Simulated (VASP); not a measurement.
Level of theory: r2SCAN meta-GGA, VASP's PBE PAW potentials (set 64) (plane waves; VASP).

The input files of a VASP run:

KPOINTS:
```
Automatic mesh
0
Gamma
11 11 11
0 0 0
```

### POSCAR
```
Sm
1.0
 -3.1730080000   3.1730080000   1.7312310000
  3.1730080000  -3.1730080000   1.7312310000
  3.1730080000   3.1730080000  -1.7312310000
Sm
2
Cart
 -0.0000000000   3.1730080000   0.8656155000
  0.0000000000   0.0000000000   0.0000000000
```

**INCAR**
```
ALGO = Normal
EDIFF = 1E-6
EDIFFG = -0.01
ENCUT = 400
IBRION = 2
ISIF = 3
ISMEAR = 1
LASPH = .TRUE.
LCHARG = .FALSE.
LMAXMIX = 6
LMIXTAU = .TRUE.
LREAL = .FALSE.
LWAVE = .FALSE.
METAGGA = R2SCAN
NELM = 100
NSW = 60
PREC = Accurate
SIGMA = 0.1
SYSTEM = Sm
```

POTCAR, in this order: Sm_3 (PBE.64 set). Program: vasp_std.

The 4f electrons are frozen in the core of the lanthanide potential, so 4f levels, which can set the real gap, and their magnetism are missing. Energy and stress use the plane-wave basis of the starting cell.

**Question.** Estimate the energy per atom (σ→0), volume per atom, band gap (on the k-mesh).

**Answer.** 
| Quantity | Value |
|---|---|
| energy per atom (σ→0) | -29.373 eV/atom |
| band gap (on the k-mesh) | none (metal, semimetal or under 0.01 eV) |
| volume per atom | 32.95 Å³/atom |

### OSZICAR
```
...
DAV:   2    -0.587463330807E+02    0.44219E-02   -0.12335E-02  4718   0.699E-01    0.156E-01
DAV:   3    -0.587461780524E+02    0.15503E-03   -0.23204E-03  4508   0.427E-01    0.328E-02
DAV:   4    -0.587461568903E+02    0.21162E-04   -0.42815E-04  4774   0.168E-01    0.131E-02
DAV:   5    -0.587461749563E+02   -0.18066E-04   -0.31257E-04  3836   0.183E-01    0.664E-03
DAV:   6    -0.587461996229E+02   -0.24667E-04   -0.38928E-05  4018   0.608E-02    0.385E-03
DAV:   7    -0.587462040111E+02   -0.43882E-05   -0.72701E-06  4326   0.299E-02    0.169E-03
DAV:   8    -0.587462035844E+02    0.42676E-06   -0.49221E-07  2310   0.702E-03
   5 F= -.58746204E+02 E0= -.58746356E+02  d E =-.360990E-02
```

The structure was generated: Sm was put into the beta-Sn type (I4_1/amd), which need not be its known phase. This run relaxes it. Symmetry was kept, so distortions that lower it aren't found.
